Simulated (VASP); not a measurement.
Si: relaxation of cell and atoms with PBE

Si:

```
Si
1.0
     0.00000    2.73423    2.73423
     2.73423    0.00000    2.73423
     2.73423    2.73423    0.00000
Si
2
Direct
  0.25000 0.25000 0.25000
  0.00000 0.00000 0.00000
```

```
Program                : VASP 6.6.1
Task                   : relaxation of cell and atoms
Functional             : PBE
Potentials or basis    : VASP PAW PBE potentials, release 64 (Si)
Cutoff                 : 520 eV
k mesh                 : 14 × 14 × 14
Occupations            : gaussian, width 0.1 eV
Spin                   : no spin polarisation
Further INCAR settings : ALGO = Normal; EDIFF = 1e-07; IBRION = 2; POTIM = 0.3; EDIFFG = -0.005; NSW = 60; ISIF = 3
```

```json
{
 "Pressure after relaxing": "0.0 GPa",
 "Band gap on the k mesh": "0.61 eV, indirect (least direct gap 2.56 eV)"
}
```

Final structure:
```
CELL_PARAMETERS angstrom
0.00000 2.73423 2.73423
2.73423 0.00000 2.73423
2.73423 2.73423 0.00000
ATOMIC_POSITIONS crystal
Si 0.25000 0.25000 0.25000
Si 0.00000 0.00000 0.00000
```

Levels at points of the mesh, in eV from the valence-band top:
```csv
k point,band 1,band 2,band 3,band 4,band 5,band 6,band 7,band 8
"(0.00, 0.00, 0.00)",-11.82,0.00,0.00,0.00,2.56,2.56,2.56,3.14
"(0.50, 0.00, 0.00)",-9.54,-6.87,-1.18,-1.18,1.47,3.35,3.35,7.70
"(0.50, 0.50, 0.00)",-7.75,-7.75,-2.79,-2.79,0.75,0.75,9.94,9.94
```

It took 15 s on 1 thread of Intel(R) Xeon(R) 6975P-C (Granite Rapids) (shared host), peak memory 0.17 GiB.

Caveat: the relaxation stopped at its first step, so nothing moved. A hybrid or GW would open this gap; PBE tends to underestimate it.
